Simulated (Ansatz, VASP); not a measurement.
# Cross-check of TaN between VASP and Ansatz, part 2 of 2

Wanted: the spread between two codes on one cell, functional and k mesh. The structure shown is the end of the Ansatz relaxation below.

VASP 6.6.1 and Ansatz 0.2.0.

So far. Step 3 (VASP: single point, PBEsol, pair 1): The run ends at a pressure of 9.90 GPa.

**7. VASP: single point, PBEsol, pair 2**

Level of this step: PBEsol; plane waves and PAW (N, Ta_pv) (VASP).

The same cell, functional, mesh and smearing now go to VASP, with its own data sets.

Contents of INCAR:

```
SYSTEM = TaN
PREC = Accurate
ENCUT = 600
EDIFF = 1E-06
NELM = 120
ISMEAR = 1
SIGMA = 0.2
LREAL = .FALSE.
ALGO = Normal
GGA = PS
NBANDS = 14
LASPH = .TRUE.
LORBIT = 11
LWAVE = .FALSE.
LCHARG = .FALSE.
ISIF = 2
GGA_COMPAT = .FALSE.
KPAR = 2
```

Contents of POSCAR:

```
TaN
1.0
    0.0000000000      2.2021032364      2.0998979758
    2.2021032364      0.0000000000      2.0998979758
    2.2021032364      2.2021032364      0.0000000000
N Ta
1 1
Direct
    0.0000000000      0.0000000000      0.0000000000
    0.5000000000      0.5000000000      0.5000000000
```

Contents of KPOINTS:

```
Automatic mesh
0
Gamma
16 16 16
0 0 0
```

The projector-augmented-wave data sets are N and Ta_pv (PBE family, release 64).

The run is started by

```sh
$ mpirun -np 2 vasp_std
```

Numbers of over 12 decimals in the logs are rounded to 6 here.

What it wrote:

```text
[banner, memory and clock lines left out]
running    2 mpi-ranks, on    1 nodes
[...]
[... a notice as in an earlier step ...]

 LDA part: xc-table for (Slater+PW92), standard interpolation
 POSCAR, INCAR and KPOINTS ok, starting setup
[...]
entering main loop
       N       E                     dE             d eps       ncg     rms          rms(c)
DAV:   1     0.976802207024E+02    0.97680E+02   -0.97610E+03  9772   0.136E+03
DAV:   2    -0.225274952998E+02   -0.12021E+03   -0.11318E+03 11884   0.346E+02
DAV:   3    -0.259001256375E+02   -0.33726E+01   -0.33230E+01 11548   0.547E+01
DAV:   4    -0.259182786303E+02   -0.18153E-01   -0.18146E-01 11268   0.406E+00
[...]
DAV:  10    -0.231171429956E+02    0.14016E-03   -0.57814E-04 13282   0.303E-01    0.748E-02
DAV:  11    -0.231171218594E+02    0.21136E-04   -0.43110E-05 11062   0.792E-02    0.218E-02
DAV:  12    -0.231171215405E+02    0.31885E-06   -0.31895E-06 12298   0.192E-02
   1 F= -.23117122E+02 E0= -.23117147E+02  d E =0.767950E-04
```

OUTCAR, selected parts (step 7):

```text
  Total        0.1505488      0.1505488      4.9586575      0.0000000      0.0000000     -0.0000000
  in kB       11.8436173     11.8436173    390.0956911      0.0000000      0.0000000     -0.0000000
  external PRESSURE =     137.9276419 kB  Pullay stress =       0.0000000 kB

 POSITION                                       TOTAL-FORCE (eV/Angst)
 -----------------------------------------------------------------------------------
      0.00000      0.00000      0.00000         0.000000      0.000000      0.000000
      2.20210      2.20210      2.09990        -0.000000     -0.000000      0.000000
 -----------------------------------------------------------------------------------
    total drift:                                0.000000     -0.000000     -0.000000

  FREE ENERGIE OF THE ION-ELECTRON SYSTEM (eV)
  ---------------------------------------------------
  free  energy   TOTEN  =       -23.1171215405 eV

  energy  without entropy=      -23.1171983355  energy(sigma->0) =      -23.11714714

[... 1 part as in an earlier step ...]

[... 2 further parts left out ...]
[key lines of the parts left out:]
E-fermi :   9.8533
```

The run ends at a pressure of 13.79 GPa.

**8. Differences**

What differs besides the data sets and the points named for the pairs above, as far as they apply: the data sets hold 18 valence electrons in Ansatz (on its PAW soft_1 files) and 16 in VASP. Total energies have different zeros and are not compared.

Compared:

```csv
quantity,Ansatz,VASP,difference
pressure (GPa),12.47,13.79,-1.32
```

**9. Ansatz: relaxation, PBEsol**

This run makes the geometry at which the two programs are then compared. The cell compared in this pair holds 20.66 Å³, against 20.37 Å³ for the pair before.

The structure compared here is the end of the Ansatz relaxation.

Contents of input.yaml:

```yaml
crystal:
  lattice:
    - [0.0, 2.1915234858, 2.1436458502]
    - [2.1915234858, 0.0, 2.1436458502]
    - [2.1915234858, 2.1915234858, 0.0]
  atoms:
    - { symbol: "N", position: [0.0, 0.0, 0.0] }
    - { symbol: Ta, position: [0.5, 0.5, 0.5] }
  conventional_axes: [[-1, 1, 1], [1, -1, 1], [1, 1, -1]]
kpoints:
  mp_grid: { grid: [16, 16, 16] }
hamiltonian:
  xc: pbesol
  pseudopotentials: { kind: paw, azcp: { folder: soft_1 }, xc_functional: pbe }
scf:
  occupations: { method: methfessel_paxton, width: 0.2 }
output:
  forces: true
  stress: true
  eigenvalues: true
relax:
  adjacent_minimum: "off"
  f_tol: 0.001
  max_steps: 60
  cell: { stress_tol: 0.01, fix: [c, angles] }
```

The run is started by

```sh
$ ansatz run input.yaml --threads 4 --pin off --max-ram 10240MiB --backend cpu --events-out ev --progress --plain --runs-dir out
```

What it wrote:

```text
[...]
Crystal: 2 atoms, lattice volume = 20.591 Å³
Basis set: ecut = 420 eV, 411 PW (Γ), exchange–correlation on 48×48×48 points (8 copies of the dense FFT grid, shifted against one another)
Bands: 13, of which v1, the nominal top of the filled ones, is band 9 counted from 1 (8 counted from 0)
Symmetry: 16 space group operations
[...]
k-points: 349 of 4096
[...]
k-point 348: bands = [... 5 lower, 15.5921, 16.3735, 17.3200, 17.3200, 24.3203, 25.8443, 25.8443, 27.0106, ... 4 higher]
--- Relaxed structure (4 steps of the walk, 4 accepted, 2 SCFs on fresh bases) ---
[...]
cell:  # Å, volume = 20.6632 Å³
    - [0.0, 2.195368, 2.1436458502]
    - [2.195368, 0.0, 2.1436458502]
    - [2.195368, 2.195368, 0.0]
  atoms:
    - { symbol: N, position: [0, 0, 0] }
    - { symbol: Ta, position: [0.5, 0.5, 0.5] }
[key lines of the parts left out:]
SCF converged after 3 iterations
Free energy (F): -10187.960733 eV
Fermi energy:    22.081629 eV
P = ⅓ Tr σ = 5.2207 GPa (52.207 kbar)
```

**10. VASP: single point, PBEsol, pair 3**

The same cell, functional, mesh and smearing now go to VASP, with its own data sets.

INCAR is that of step 7.

Contents of POSCAR:

```
TaN
1.0
    0.0000000000      2.1953676129      2.1436458502
    2.1953676129      0.0000000000      2.1436458502
    2.1953676129      2.1953676129      0.0000000000
N Ta
1 1
Direct
    0.0000000000      0.0000000000      0.0000000000
    0.5000000000      0.5000000000      0.5000000000
```

KPOINTS is that of step 7.

The run is started by

```sh
$ mpirun -np 2 vasp_std
```

What it wrote:

```text
[... set-up lines as in an earlier step ...]
 entering main loop
       N       E                     dE             d eps       ncg     rms          rms(c)
DAV:   1     0.967981215127E+02    0.96798E+02   -0.97507E+03  9778   0.136E+03
DAV:   2    -0.226517047255E+02   -0.11945E+03   -0.11283E+03 11884   0.344E+02
DAV:   3    -0.259647232899E+02   -0.33130E+01   -0.32668E+01 11430   0.543E+01
DAV:   4    -0.259831726169E+02   -0.18449E-01   -0.18428E-01 11356   0.404E+00
[...]
DAV:  10    -0.231896476557E+02    0.13928E-03   -0.57323E-04 13240   0.299E-01    0.119E-01
DAV:  11    -0.231896115541E+02    0.36102E-04   -0.65833E-05 11224   0.883E-02    0.211E-02
DAV:  12    -0.231896113608E+02    0.19329E-06   -0.38834E-06 12490   0.208E-02
   1 F= -.23189611E+02 E0= -.23189476E+02  d E =-.405488E-03
```

OUTCAR, selected parts (step 10):

```text
  Total        0.1466976      0.1466976      2.1936774      0.0000000      0.0000000      0.0000000
  in kB       11.3745980     11.3745980    170.0927527      0.0000000      0.0000000      0.0000000
  external PRESSURE =      64.2806495 kB  Pullay stress =       0.0000000 kB

 POSITION                                       TOTAL-FORCE (eV/Angst)
 -----------------------------------------------------------------------------------
      0.00000      0.00000      0.00000        -0.000000     -0.000000      0.000000
      2.19537      2.19537      2.14365         0.000000      0.000000      0.000000
 -----------------------------------------------------------------------------------
    total drift:                                0.000000      0.000000      0.000000

  FREE ENERGIE OF THE ION-ELECTRON SYSTEM (eV)
  ---------------------------------------------------
  free  energy   TOTEN  =       -23.1896113608 eV

  energy  without entropy=      -23.1892058725  energy(sigma->0) =      -23.18947620

[... 1 part as in an earlier step ...]

[... 2 further parts left out ...]
[key lines of the parts left out:]
E-fermi :   9.6958
```

The run ends at a pressure of 6.43 GPa.

**11. Comparison**

What differs besides the data sets and the points named for the pairs above, as far as they apply: the data sets hold 18 valence electrons in Ansatz (on its PAW soft_1 files) and 16 in VASP. Total energies have different zeros and are not compared.

Compared:

```csv
quantity,Ansatz,VASP,difference
pressure (GPa),5.22,6.43,-1.21
```

**12. Summary of results**

| Item | Value |
| --- | --- |
| difference in pressure (single point, PBEsol, pair 1) | -1.3 GPa |
| difference in pressure (single point, PBEsol, pair 2) | -1.3 GPa |
| difference in pressure (single point, PBEsol, pair 3) | -1.2 GPa |

The difference in pressure is -1.3 GPa (single point, PBEsol, pair 2), beyond the 1 GPa picked in this series as the mark of a large difference. The data sets hold unlike numbers of valence electrons (18 in Ansatz and 16 in VASP), so part of the differences comes from the potentials. Single point, PBEsol, pair 1, VASP with the data sets N and Ta_sv_GW: the difference in pressure goes from -1.3 to -0.41 GPa. What causes the difference of the single point, PBEsol, pair 2 pair stays open here. What causes the difference of the single point, PBEsol, pair 3 pair stays open here. 5 further runs of this series are not shown here. How closely two codes agree says nothing of how well the functional describes the real material.

[Lines on the potential files, build, host, timing and source positions are cut from VASP's logs without a mark.]

[Logs are printed without paths, hosts, clocks, repeated set-up lines and the standing remarks that a program may print on its own settings, such as how far it seeks lower states.]

[Hosts, paths, dates, database ids (printed as entryN), source tags and the programs' standing remarks are cut or masked in the printed files.]
